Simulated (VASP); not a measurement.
Output of a VASP run:

**OSZICAR**
```
       N       E                     dE             d eps       ncg     rms          rms(c)
DAV:   1     0.115634031841E+03    0.11563E+03   -0.86101E+03  1222   0.153E+03
DAV:   2     0.506210142330E-01   -0.11558E+03   -0.11184E+03  1272   0.329E+02
DAV:   3    -0.801186586034E+01   -0.80625E+01   -0.80051E+01  1587   0.913E+01
DAV:   4    -0.822012555211E+01   -0.20826E+00   -0.20817E+00  1406   0.165E+01
DAV:   5    -0.822875537883E+01   -0.86298E-02   -0.86295E-02  1744   0.303E+00    0.469E+00
DAV:   6    -0.796458966672E+01    0.26417E+00   -0.45073E-01  1834   0.139E+01    0.260E+00
DAV:   7    -0.793457970848E+01    0.30010E-01   -0.15222E-01  1764   0.430E+00    0.684E-01
DAV:   8    -0.793520268376E+01   -0.62298E-03   -0.16554E-02  1490   0.189E+00    0.257E-01
DAV:   9    -0.793608744119E+01   -0.88476E-03   -0.17161E-03  1462   0.473E-01    0.135E-01
DAV:  10    -0.793626345988E+01   -0.17602E-03   -0.25087E-04  1590   0.210E-01    0.917E-02
DAV:  11    -0.793633351802E+01   -0.70058E-04   -0.24628E-04  1312   0.175E-01    0.698E-02
DAV:  12    -0.793633267981E+01    0.83821E-06   -0.16488E-05  1317   0.318E-02    0.167E-02
DAV:  13    -0.793633301343E+01   -0.33362E-06   -0.33961E-06  1482   0.130E-02    0.690E-03
DAV:  14    -0.793633311356E+01   -0.10013E-06   -0.51719E-07  1362   0.627E-03    0.315E-03
DAV:  15    -0.793633320387E+01   -0.90311E-07   -0.41134E-08   941   0.259E-03
   1 F= -.79363332E+01 E0= -.79364059E+01  d E =0.218073E-03
```

OUTCAR:
```
------------------------ aborting loop because EDIFF is reached ----------------------------------------
  FORCE on cell =-STRESS in cart. coord.  units (eV):
  Direction    XX          YY          ZZ          XY          YZ          ZX
  --------------------------------------------------------------------------------------
  Total        1.2652204      1.2652204      1.2652204      0.0000000      0.0000000     -0.0000000
  in kB       37.9168923     37.9168923     37.9168923      0.0000000      0.0000000     -0.0000000
  external PRESSURE =      37.9168923 kB  Pullay stress =       0.0000000 kB
  volume of cell :       53.46
      direct lattice vectors                 reciprocal lattice vectors
     0.000000000  2.990001083  2.990001083    -0.167224020  0.167224020  0.167224020
     2.990001083  0.000000000  2.990001083     0.167224020 -0.167224020  0.167224020
     2.990001083  2.990001083  0.000000000     0.167224020  0.167224020 -0.167224020
  FREE ENERGIE OF THE ION-ELECTRON SYSTEM (eV)
  ---------------------------------------------------
  free  energy   TOTEN  =        -7.9363332039 eV

  energy  without entropy=       -7.9365512764  energy(sigma->0) =       -7.93640589
```
(Selected blocks of OUTCAR.)

POSCAR:
```
InAs
1
    0.0000000000     2.9900010831     2.9900010831
    2.9900010831     0.0000000000     2.9900010831
    2.9900010831     2.9900010831     0.0000000000
In As
1 1
Direct
  0.0000000000   0.0000000000   0.0000000000
  0.2500000000   0.2500000000   0.2500000000
```

### Question
Reconstruct the remaining input files.

### Answer
Several could match; the one computed here: the input of the run itself, AM05 GGA, plane waves, VASP's PBE PAW potentials (set 64).

INCAR:
```
! general
SYSTEM  = InAs
PREC    = Accurate
ENCUT   = 520
LREAL   = .FALSE.   ! projection in real space or not
LASPH   = .TRUE.   ! aspherical one-centre terms

! electronic loop
EDIFF   = 1E-7   ! SCF stop (eV)
NELM    = 100
ALGO    = Normal   ! blocked Davidson
LMAXMIX = 4   ! l cut-off of mixed one-centre charges

! smearing
ISMEAR  = 1
SIGMA   = 0.1

! functional
GGA     = AM   ! AM05

! ions
ISIF    = 2

! output
LWAVE   = .FALSE.
LCHARG  = .FALSE.
```

**KPOINTS**
```
Automatic mesh
0
gamma
 10 10 10
0 0 0
```

POTCAR, in this order: In_d As (PBE.64 set). Program: vasp_std.

The compound is InAs in the zinc blende structure. This cell is one point of a volume scan, at 0.94 of the reference volume.
